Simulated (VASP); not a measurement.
```xyz
2
Lattice="0.0000 2.1800 2.1800 2.1800 0.0000 2.1800 2.1800 2.1800 0.0000" Properties=species:S:1:pos:R:3 pbc="T T T"
Si     0.0000     0.0000     0.0000
C      1.0900     1.0900     1.0900
```

All values below come from PBEsol GGA, VASP's PBE PAW potentials (set 64) (plane waves; VASP). Run with 520 eV cut-off, 9×9×9 Γ-centred mesh, Gaussian smearing of 0.050 eV, potentials Si C.

Question: Estimate the energy per atom (σ→0).

Answer: 
| Item | Result |
|---|---|
| energy per atom (σ→0) | -7.957 eV/atom |

Total energies compare only between runs with the same potentials, cut-off and functional.

The compound is SiC in the zinc blende structure. The cell was not relaxed at this level.
